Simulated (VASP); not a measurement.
Given:

```xyz
8
Lattice="-2.8255 2.8255 5.6029 2.8255 -2.8255 5.6029 2.8255 2.8255 -5.6029" Properties=species:S:1:pos:R:3 pbc="T T T"
Ga     2.8255     0.0000     2.8015
Ga     0.0000     0.0000     5.6029
Cu     0.0000     2.8255     2.8015
Cu     0.0000     0.0000     0.0000
Se     1.4127     1.3914    -1.4007
Se     1.3914     4.2382     1.4007
Se     1.4127     1.4341     4.2022
Se     1.4341    -1.4127     7.0037
```

Computed with revPBE GGA, VASP's PBE PAW potentials (set 64) (plane waves; VASP). Numerical set-up: 300 eV cut-off, 6×6×6 Γ-centred mesh, Gaussian smearing of 0.14 eV, potentials Ga_d Cu Se.

At this cut-off the stress carries a Pulay error, which pulls relaxed volumes low.

### Question
Give the force on each atom (eV/Å).

### Answer

```csv
atom,Fx,Fy,Fz
Ga1,0.000,0.000,0.000
Ga2,0.000,0.000,0.000
Cu3,0.000,0.000,0.000
Cu4,0.000,0.000,0.000
Se5,0.000,-0.084,0.000
Se6,-0.084,0.000,0.000
Se7,0.000,0.084,0.000
Se8,0.084,0.000,0.000
```

### Question
Give the stress tensor in GPa (positive for a compressed cell).

### Answer

```
2.20  0.00  0.00
0.00  2.20  0.00
0.00  0.00  2.14
```
The pressure is its mean diagonal, 2.18 GPa.

The structure comes from a computed database's GaCuSe2 entry; how it stands against other phases isn't given here. The cell was not relaxed at this level.
